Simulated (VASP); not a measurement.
An input for Quantum ESPRESSO's pw.x (written as the equivalent of a VASP run, and not itself run):

```
&CONTROL
  calculation = 'vc-relax'
  pseudo_dir = './pseudo'
  outdir = './out'
  tprnfor = .true.
  tstress = .true.
  nstep = 60
  forc_conv_thr = 0.00078
/
&SYSTEM
  ibrav = 0
  nat = 6
  ntyp = 2
  ecutwfc = 96
  occupations = 'smearing'
  smearing = 'methfessel-paxton'
  degauss = 0.00735
  input_dft = 'pbe'
  nspin = 2
  starting_magnetization(1) = 0.3
/
&ELECTRONS
  conv_thr = 7.3e-08
  electron_maxstep = 100
/
&IONS
/
&CELL
/
ATOMIC_SPECIES
  Mn 54.938 Mn.upf
  O 15.999 O.upf
CELL_PARAMETERS angstrom
     4.4685492   -0.0000000    0.0000000
    -0.0000000    4.4685492    0.0000000
     0.0000000    0.0000000    2.9391520
ATOMIC_POSITIONS crystal
  Mn   0.0000000  0.0000000  0.0000000
  Mn   0.5000000  0.5000000  0.5000000
  O    0.3056735  0.3056735  0.0000000
  O    0.8056735  0.1943265  0.5000000
  O    0.1943265  0.8056735  0.5000000
  O    0.6943265  0.6943265  1.0000000
K_POINTS automatic
  6 6 9 0 0 0
HUBBARD {ortho-atomic}
U Mn-3d 3.9
```

Write the VASP files for the same calculation (PBE+U).

One answer among several that fit: 
### POSCAR
```
MnO2
1.0
  4.4685491578   0.0000000000   0.0000000000
  0.0000000000   4.4685491578   0.0000000000
  0.0000000000   0.0000000000   2.9391520192
Mn O
2 4
Direct
  0.0000000000   0.0000000000   0.0000000000
  0.5000000000   0.5000000000   0.5000000000
  0.3056734508   0.3056734508   0.0000000000
  0.8056734508   0.1943265492   0.5000000000
  0.1943265492   0.8056734508   0.5000000000
  0.6943265492   0.6943265492   1.0000000000
```

**KPOINTS**
```
kpoints
0
Gamma
  6 6 9
0 0 0
```

INCAR:
```
ALGO=Normal
EDIFF=1E-6
EDIFFG=-0.02
ENCUT=520
GGA=PE
IBRION=2
ISIF=3
ISMEAR=1
ISPIN=2
LASPH=.TRUE.
LCHARG=.FALSE.
LDAU=.TRUE.
LDAUJ=0 0
LDAUL=2 -1
LDAUPRINT=1
LDAUTYPE=2
LDAUU=3.9 0
LMAXMIX=4
LORBIT=10
LREAL=.FALSE.
LWAVE=.FALSE.
MAGMOM=3.0 3.0 0.0 0.0 0.0 0.0
NELM=100
NSW=60
PREC=Accurate
SIGMA=0.1
SYSTEM=MnO2
```

POTCAR, in this order: Mn_pv O (PBE.64 set). Program: vasp_std.

Limits of the translation: the potentials are each code's own (VASP's PAW set, PseudoDojo norm-conserving files in pw.x), so ENCUT and ecutwfc are chosen apart and not converted; conv_thr bounds pw.x's estimated SCF error, while EDIFF bounds the energy change between steps; starting_magnetization is a fraction of the valence charge and MAGMOM a moment in μB, so they match only roughly; the +U projectors differ (PAW spheres against orthogonalised atomic orbitals), so the same U acts differently; forc_conv_thr acts on force components and is met together with etot_conv_thr.

The compound is MnO2 in the rutile structure. This run relaxes it. Symmetry was kept, so distortions that lower it aren't found. The start is the result of an earlier pass.
